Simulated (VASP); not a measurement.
```
CELL_PARAMETERS angstrom
     -2.08101     2.08101     6.80574
      2.08101    -2.08101     6.80574
      2.08101     2.08101    -6.80574
ATOMIC_POSITIONS crystal
  Ba 0.63660 0.63660 0.00000
  Ba 0.36135 0.36135 0.00000
  Sc 0.98740 0.98740 0.00000
  O  0.00598 0.50598 0.50000
  O  0.50598 0.00598 0.50000
  O  0.83817 0.83817 0.00000
  F  0.16453 0.16453 0.00000
```

Level of theory: PBEsol GGA, VASP's PBE PAW potentials (set 64) (plane waves; VASP). Settings: 400 eV cut-off, 6×6×6 Γ-centred mesh, Gaussian smearing of 0.010 eV, potentials Ba_sv Sc_sv O F.

Unless said otherwise, spin-orbit coupling is left out, though it shifts the bands of the heavy elements here.

Task: Give the energies of bands 19 to 32 at the high-symmetry points, in eV from the valence-band maximum.

Result: 
```json
[
 {"band": "19", "Γ": "-3.71", "X": "-3.64", "P": "-3.65", "N": "-4.11", "M": "-3.72", "S": "-4.10", "R": "-3.66"},
 {"band": "20", "Γ": "-1.83", "X": "-2.99", "P": "-3.00", "N": "-2.63", "M": "-1.90", "S": "-2.61", "R": "-2.95"},
 {"band": "21", "Γ": "-1.83", "X": "-2.34", "P": "-2.39", "N": "-2.25", "M": "-1.90", "S": "-2.24", "R": "-2.32"},
 {"band": "22", "Γ": "-1.57", "X": "-2.33", "P": "-2.33", "N": "-1.75", "M": "-1.49", "S": "-1.76", "R": "-2.31"},
 {"band": "23", "Γ": "-1.54", "X": "-1.52", "P": "-1.52", "N": "-1.54", "M": "-1.48", "S": "-1.48", "R": "-1.52"},
 {"band": "24", "Γ": "-0.88", "X": "-1.52", "P": "-1.52", "N": "-1.37", "M": "-1.17", "S": "-1.37", "R": "-1.52"},
 {"band": "25", "Γ": "-0.64", "X": "-1.03", "P": "-1.00", "N": "-1.08", "M": "-0.66", "S": "-1.02", "R": "-1.04"},
 {"band": "26", "Γ": "-0.64", "X": "-0.57", "P": "-0.47", "N": "-0.93", "M": "-0.66", "S": "-0.90", "R": "-0.61"},
 {"band": "27", "Γ": "-0.24", "X": "-0.38", "P": "-0.47", "N": "-0.68", "M": "-0.20", "S": "-0.82", "R": "-0.39"},
 {"band": "28", "Γ": "-0.24", "X": "0.00", "P": "0.00", "N": "-0.57", "M": "-0.20", "S": "-0.54", "R": "-0.02"},
 {"band": "29", "Γ": "3.85", "X": "4.36", "P": "4.63", "N": "4.94", "M": "3.45", "S": "4.94", "R": "4.40"},
 {"band": "30", "Γ": "3.92", "X": "4.87", "P": "4.63", "N": "4.97", "M": "3.96", "S": "4.99", "R": "4.74"},
 {"band": "31", "Γ": "4.42", "X": "4.94", "P": "4.88", "N": "5.20", "M": "4.47", "S": "5.20", "R": "5.10"},
 {"band": "32", "Γ": "4.49", "X": "6.07", "P": "6.16", "N": "5.68", "M": "4.91", "S": "5.64", "R": "6.04"}
]
```

The gap is indirect, 3.45 eV, from the valence maximum at (0.33, 0.33, 0.17) to the conduction minimum at M.

The structure comes from a computed database's Ba2ScO3F entry; how it stands against other phases isn't given here. The cell was not relaxed at this level.
